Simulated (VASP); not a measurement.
VASP ran on this input.

File POSCAR:
```
AlAs
1
    4.0134843326     0.0000000000     0.0000000000
   -2.0067421663     3.4757796443    -0.0000000000
    0.0000000000     0.0000000000     6.5750802816
Al As
2 2
Direct
  0.3333330000   0.6666670000   0.9998384145
  0.6666670000   0.3333330000   0.4998384145
  0.3333330000   0.6666670000   0.3751615855
  0.6666670000   0.3333330000   0.8751615855
```

**KPOINTS**
```
Automatic mesh
0
Gamma
6 6 3
0 0 0
```

INCAR:
```
ALGO = Normal
EDIFF = 1E-6
EDIFFG = -0.02
ENCUT = 400
GGA = PS
IBRION = 2
ISIF = 3
ISMEAR = 0
LASPH = .True.
LCHARG = .False.
LMAXMIX = 4
LREAL = .False.
LWAVE = .False.
NELM = 100
NSW = 60
PREC = Accurate
SIGMA = 0.05
SYSTEM = AlAs
```

POTCAR, in this order: Al As (PBE.64 set). Program: vasp_std.

Task: Write an equivalent input for Ansatz.

Result: One equivalent input (not run):
Ansatz 0.2 input:
```yaml
crystal:
  lattice:
    - [4.0134843, 0.0000000, 0.0000000]
    - [-2.0067422, 3.4757796, 0.0000000]
    - [0.0000000, 0.0000000, 6.5750803]
  atoms:
    - { symbol: Al, position: [0.3333330, 0.6666670, 0.9998384] }
    - { symbol: Al, position: [0.6666670, 0.3333330, 0.4998384] }
    - { symbol: As, position: [0.3333330, 0.6666670, 0.3751616] }
    - { symbol: As, position: [0.6666670, 0.3333330, 0.8751616] }
kpoints:
  mp_grid: { grid: [6, 6, 3] }
hamiltonian:
  xc: pbesol
  pseudopotentials: { kind: paw }
scf:
  occupations: { method: gaussian, width: 0.05 }
  max_iter: 100
relax:
  max_steps: 60
  f_tol: 0.02
  cell: {}
output: { forces: true, stress: true, eigenvalues: true }
```
What does not carry over: each code has its own PAW files, so the cut-off isn't converted (ENCUT is set for VASP's; basis.ecutwfc is left out, and Ansatz then takes the one that its files recommend); Ansatz stops its SCF on the density residual and VASP on the energy change (EDIFF).

The structure was generated: AlAs was put into the wurtzite type (P6_3mc), which need not be its known phase. It was relaxed first, which changed the volume by +8 %. The start is the result of an earlier pass.
